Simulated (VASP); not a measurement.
Output of a VASP run:

OSZICAR:
```
...
DAV:   7    -0.185068462472E+02   -0.10443E+01   -0.78502E-01   608   0.456E+00    0.929E-01
DAV:   8    -0.173430519199E+02    0.11638E+01   -0.38740E-01   576   0.377E+00    0.953E-01
DAV:   9    -0.174445177272E+02   -0.10147E+00   -0.43366E-02   680   0.153E+00    0.916E-02
DAV:  10    -0.174538658294E+02   -0.93481E-02   -0.63867E-03   656   0.818E-01    0.401E-02
DAV:  11    -0.174537034583E+02    0.16237E-03   -0.10241E-04   792   0.989E-02    0.138E-02
DAV:  12    -0.174541046886E+02   -0.40123E-03   -0.23435E-04   608   0.167E-01    0.997E-03
DAV:  13    -0.174541139231E+02   -0.92346E-05   -0.34004E-05   728   0.739E-02    0.581E-03
DAV:  14    -0.174541153632E+02   -0.14401E-05   -0.10588E-06   648   0.995E-03    0.817E-03
DAV:  15    -0.174541158968E+02   -0.53362E-06   -0.14572E-06   656   0.177E-02
   1 F= -.12842013E+02 E0= -.12842013E+02  d E =-.128420E+02
       N       E                     dE             d eps       ncg     rms          rms(c)
DAV:   1    -0.166644971263E+02    0.78962E+00   -0.58234E+00   648   0.151E+01    0.293E+00
DAV:   2    -0.166044501285E+02    0.60047E-01   -0.16066E-01   784   0.319E+00    0.183E+00
DAV:   3    -0.165528687984E+02    0.51581E-01   -0.70906E-02   592   0.242E+00    0.591E-01
DAV:   4    -0.165834320623E+02   -0.30563E-01   -0.11989E-02   608   0.102E+00    0.517E-01
DAV:   5    -0.165694258919E+02    0.14006E-01   -0.60727E-03   632   0.748E-01    0.239E-01
DAV:   6    -0.165845884063E+02   -0.15163E-01   -0.66786E-03   576   0.703E-01    0.283E-02
DAV:   7    -0.165846401507E+02   -0.51744E-04   -0.41314E-04   608   0.231E-01    0.331E-02
DAV:   8    -0.165847465017E+02   -0.10635E-03   -0.35673E-05   688   0.819E-02    0.678E-03
DAV:   9    -0.165847730102E+02   -0.26508E-04   -0.13649E-05   600   0.509E-02    0.375E-03
DAV:  10    -0.165847727854E+02    0.22479E-06   -0.43449E-07   408   0.107E-02
   2 F= -.12697607E+02 E0= -.12697605E+02  d E =0.144406E+00
       N       E                     dE             d eps       ncg     rms          rms(c)
DAV:   1    -0.172727573960E+02   -0.68798E+00   -0.22180E+00   632   0.876E+00    0.175E+00
DAV:   2    -0.172505846536E+02    0.22173E-01   -0.98283E-02   760   0.226E+00    0.114E+00
DAV:   3    -0.172390692239E+02    0.11515E-01   -0.24810E-02   584   0.157E+00    0.270E-01
DAV:   4    -0.172482388077E+02   -0.91696E-02   -0.55611E-03   616   0.605E-01    0.284E-01
DAV:   5    -0.172436612128E+02    0.45776E-02   -0.25353E-03   640   0.446E-01    0.317E-01
DAV:   6    -0.172483992413E+02   -0.47380E-02   -0.30342E-03   568   0.460E-01    0.209E-02
DAV:   7    -0.172484797954E+02   -0.80554E-04   -0.16861E-04   576   0.145E-01    0.252E-02
DAV:   8    -0.172484600466E+02    0.19749E-04   -0.18205E-06   848   0.134E-02    0.317E-02
DAV:   9    -0.172484961639E+02   -0.36117E-04   -0.14433E-06   584   0.165E-02    0.265E-02
DAV:  10    -0.172485455373E+02   -0.49373E-04   -0.12187E-05   560   0.493E-02    0.871E-03
DAV:  11    -0.172485458368E+02   -0.29956E-06   -0.90056E-08   336   0.359E-03
   3 F= -.12918613E+02 E0= -.12918613E+02  d E =-.765994E-01
       N       E                     dE             d eps       ncg     rms          rms(c)
DAV:   1    -0.172413847146E+02    0.71608E-02   -0.53864E-04   640   0.139E-01    0.278E-02
DAV:   2    -0.172413825268E+02    0.21877E-05   -0.18871E-05   768   0.329E-02    0.179E-02
DAV:   3    -0.172413833402E+02   -0.81344E-06   -0.63213E-06   576   0.235E-02
   4 F= -.12918679E+02 E0= -.12918679E+02  d E =-.766653E-01
```

### OUTCAR
```
------------------------ aborting loop because EDIFF is reached ----------------------------------------
  FORCE on cell =-STRESS in cart. coord.  units (eV):
  Direction    XX          YY          ZZ          XY          YZ          ZX
  --------------------------------------------------------------------------------------
  Total        4.3217742      4.3217742      4.3217742      0.0000000      0.0000000     -0.0000000
  in kB      199.9569437    199.9569437    199.9569437      0.0000000      0.0000000     -0.0000000
  external PRESSURE =      -0.0430563 kB  Pullay stress =     200.0000000 kB
  volume of cell :       34.63
      direct lattice vectors                 reciprocal lattice vectors
    -0.000000000  2.587033514  2.587033514    -0.193271559  0.193271559  0.193271559
     2.587033514  0.000000000  2.587033514     0.193271559 -0.193271559  0.193271559
     2.587033514  2.587033514  0.000000000     0.193271559  0.193271559 -0.193271559
 POSITION                                       TOTAL-FORCE (eV/Angst)
 -----------------------------------------------------------------------------------
      2.58703      2.58703      0.00000         0.000000      0.000000     -0.000000
      1.29352      1.29352      1.29352        -0.000000     -0.000000      0.000000
 -----------------------------------------------------------------------------------
    total drift:                                0.000000      0.000000      0.000000
  FREE ENERGIE OF THE ION-ELECTRON SYSTEM (eV)
  ---------------------------------------------------
  free  energy   TOTEN  =       -17.2413833402 eV

  energy  without entropy=      -17.2413833402  energy(sigma->0) =      -17.24138334
  enthalpy is  TOTEN    =       -12.9186785856 eV   P V=        4.3227047546

 reached required accuracy - stopping structural energy minimisation
```
(Selected blocks of OUTCAR.)

File POSCAR:
```
Si
1
    0.0000000000     2.6435235580     2.6435235580
    2.6435235580     0.0000000000     2.6435235580
    2.6435235580     2.6435235580     0.0000000000
Si
2
Direct
  0.0000000000   0.0000000000   0.0000000000
  0.2500000000   0.2500000000   0.2500000000
```

Task: Write an INCAR and KPOINTS that could have produced this output.

Result: This is not unique; one that fits is the input of the run itself, r2SCAN meta-GGA, plane waves, VASP's PBE PAW potentials (set 64).

### KPOINTS
```
kpoints
0
gamma
  9 9 9
0 0 0
```

**INCAR**
```
SYSTEM=Si
PREC=Accurate; ENCUT=500; LREAL=.False.
LASPH=.True.
EDIFF=1E-6; NELM=100; ALGO=Normal
LMIXTAU=.True.
ISMEAR=0; SIGMA=0.05
METAGGA=R2SCAN
IBRION=2; NSW=40; ISIF=3
EDIFFG=-0.02; PSTRESS=200
LWAVE=.False.; LCHARG=.False.
```

POTCAR, in this order: Si (PBE.64 set). Program: vasp_std.

Energy and stress use the plane-wave basis of the starting cell.

The compound is Si in the diamond structure. This run relaxes it under an external pressure of 20 GPa. Symmetry was kept, so distortions that lower it aren't found.
